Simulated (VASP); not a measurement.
Consider the following.

```
AgTi2
1.0
    0.00000     3.96926     3.96926
    3.96926     0.00000     3.96926
    3.96926     3.96926     0.00000
Ti Ag
4 2
Direct
  0.12500   0.12500   0.12500
  0.62500   0.12500   0.12500
  0.12500   0.62500   0.12500
  0.12500   0.12500   0.62500
  0.75000   0.75000   0.75000
  0.50000   0.50000   0.50000
```

The numbers are results of PBE GGA, VASP's PBE PAW potentials (set 64) (plane waves; VASP 6.6.1), not measurements. Settings: 300 eV cut-off, 5×5×5 Γ-centred mesh, Fermi-Dirac smearing of 0.10 eV, potentials Ti_sv Ag.

At this cut-off the stress carries a Pulay error, which pulls relaxed volumes low.

Task: What does the run give for the energy per atom (σ→0), pressure, band gap (on the k-mesh) with the smallest direct gap where there is one?

Result: 
| Quantity | Value |
|---|---|
| band gap (on the k-mesh) | none (metal, semimetal or under 0.01 eV) |
| energy per atom (σ→0) | -5698 meV/atom |
| pressure | -113.4 kbar |

The absolute energy has meaning only against runs of the same code, potentials and settings.

The structure was generated: Ti2Ag was put into an ordered model structure, which need not be its known phase. The cell was not relaxed at this level.
